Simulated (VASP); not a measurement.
These are PBE GGA, VASP's PBE PAW potentials (set 64) (plane waves; VASP) values and carry that method's errors.

Input for VASP

**KPOINTS**
```
Automatic mesh
0
Gamma
12 12 12
0 0 0
```

File POSCAR:
```
CaO
3.4217580
  0.0000000000   0.7071067328   0.7071067328
  0.7071067328   0.0000000000   0.7071067328
  0.7071067328   0.7071067328   0.0000000000
Ca O
1 1
Cartesian
  0.0000000000   0.0000000000   0.0000000000
  0.7071067328   0.7071067328   0.7071067328
```

**INCAR**
```
SYSTEM = CaO
PREC = Accurate
ENCUT = 520
EDIFF = 1E-7
NELM = 100
ALGO = Normal
LREAL = .FALSE.
LASPH = .TRUE.
ISMEAR = 0
SIGMA = 0.01
GGA = PE
LWAVE = .FALSE.
LCHARG = .FALSE.
LOPTICS = .TRUE.
NBANDS = 36
NEDOS = 1001
CSHIFT = 0.1
```

POTCAR, in this order: Ca_sv O (PBE.64 set). Program: vasp_std.

The run wrote:

File OSZICAR:
```
       N       E                     dE             d eps       ncg     rms          rms(c)
DAV:   1     0.142404508587E+03    0.14240E+03   -0.62601E+03  5184   0.451E+02
DAV:   2    -0.839099135975E+01   -0.15080E+03   -0.13660E+03  5952   0.170E+02
DAV:   3    -0.144815449062E+02   -0.60906E+01   -0.60246E+01  6260   0.331E+01
DAV:   4    -0.145160938895E+02   -0.34549E-01   -0.34537E-01  5896   0.256E+00
DAV:   5    -0.145162067574E+02   -0.11287E-03   -0.11286E-03  5884   0.138E-01    0.856E+00
DAV:   6    -0.129105389950E+02    0.16057E+01   -0.82781E-01  6160   0.917E+00    0.379E+00
DAV:   7    -0.128103068833E+02    0.10023E+00   -0.12877E-01  5904   0.237E+00    0.180E+00
DAV:   8    -0.128066034578E+02    0.37034E-02   -0.77809E-02  7260   0.134E+00    0.415E-01
DAV:   9    -0.128050587297E+02    0.15447E-02   -0.24821E-03  6184   0.230E-01    0.131E-01
DAV:  10    -0.128057579699E+02   -0.69924E-03   -0.34073E-04  5932   0.909E-02    0.707E-02
DAV:  11    -0.128057286616E+02    0.29308E-04   -0.16562E-05  6020   0.248E-02    0.729E-03
DAV:  12    -0.128057294368E+02   -0.77516E-06   -0.20534E-06  6044   0.668E-03    0.488E-03
DAV:  13    -0.128057295177E+02   -0.80912E-07   -0.17413E-07  6636   0.215E-03
   1 F= -.12805730E+02 E0= -.12805730E+02  d E =-.224906E-49
 imaginary and real dielectric function
```

**OUTCAR**
```
------------------------ aborting loop because EDIFF is reached ----------------------------------------
  FORCE on cell =-STRESS in cart. coord.  units (eV):
  Direction    XX          YY          ZZ          XY          YZ          ZX
  --------------------------------------------------------------------------------------
  Total        0.0017541      0.0017541      0.0017541     -0.0000000     -0.0000000      0.0000000
  in kB        0.0992067      0.0992067      0.0992067     -0.0000000     -0.0000000      0.0000000
  external PRESSURE =       0.0992067 kB  Pullay stress =       0.0000000 kB
  volume of cell :       28.33
      direct lattice vectors                 reciprocal lattice vectors
     0.000000000  2.419548120  2.419548120    -0.206650157  0.206650157  0.206650157
     2.419548120  0.000000000  2.419548120     0.206650157 -0.206650157  0.206650157
     2.419548120  2.419548120  0.000000000     0.206650157  0.206650157 -0.206650157
  FREE ENERGIE OF THE ION-ELECTRON SYSTEM (eV)
  ---------------------------------------------------
  free  energy   TOTEN  =       -12.8057295177 eV

  energy  without entropy=      -12.8057295177  energy(sigma->0) =      -12.80572952

 plasma frequency squared (from intraband transitions) (eV^2)
  --------------------------------------------------------------------------------------
       0.000       0.000       0.000
       0.000       0.000      -0.000
       0.000      -0.000       0.000

 plasma frequency squared (from interband transitions, int dw w eps(2)(w)) (eV^2)
  --------------------------------------------------------------------------------------
     552.862       0.000       0.000       0.000       0.000      -0.000
       0.000      -0.000     552.862       0.000       0.000       0.000
       0.000       0.000       0.000      -0.000     552.862       0.000
```
(Selected blocks of OUTCAR.)

OUTCAR:
```
 val. band max:        2.2353431797   @ k =   0.0000   0.0000   0.0000

 cond. band min:       5.8760908721   @ k =   0.5000   0.5000   0.0000


 Fermi energy:         2.3367258529

 k-point     1 :       0.0000    0.0000    0.0000
  band No.  band energies     occupation
      1     -35.4849      2.00000
      2     -16.2630      2.00000
      3     -16.2630      2.00000
      4     -16.2630      2.00000
      5     -13.2576      2.00000
      6       2.2353      2.00000
      7       2.2353      2.00000
      8       2.2353      2.00000
      9       6.7856      0.00000
     10       8.4106      0.00000
     11       8.4106      0.00000
     12       8.4106      0.00000
     13       9.8791      0.00000
     14       9.8791      0.00000
     15      17.1797      0.00000
     16      24.3975      0.00000
     17      24.3975      0.00000
     18      24.3975      0.00000
     19      29.2516      0.00000
     20      29.2516      0.00000
     21      29.2516      0.00000
     22      29.9863      0.00000
     23      29.9863      0.00000
     24      30.0288      0.00000
     25      30.0288      0.00000
     26      30.0288      0.00000
     27      37.6847      0.00000
     28      43.9913      0.00000
     29      43.9913      0.00000
     30      43.9913      0.00000
     31      47.1525      0.00000
     32      47.1525      0.00000
     33      48.5348      0.00000
     34      50.3227      0.00000
     35      50.3227      0.00000
     36      50.3227      0.00000

 k-point     2 :       0.0833    0.0000    0.0000
  band No.  band energies     occupation
      1     -35.4787      2.00000
      2     -16.3530      2.00000
      3     -16.2665      2.00000
      4     -16.2665      2.00000
      5     -13.1624      2.00000
      6       1.9795      2.00000
      7       2.1405      2.00000
      8       2.1405      2.00000
      9       7.1103      0.00000
     10       8.3842      0.00000
     11       8.5271      0.00000
     12       8.5271      0.00000
...
```

The compound is CaO in the rock salt structure. It was relaxed first.
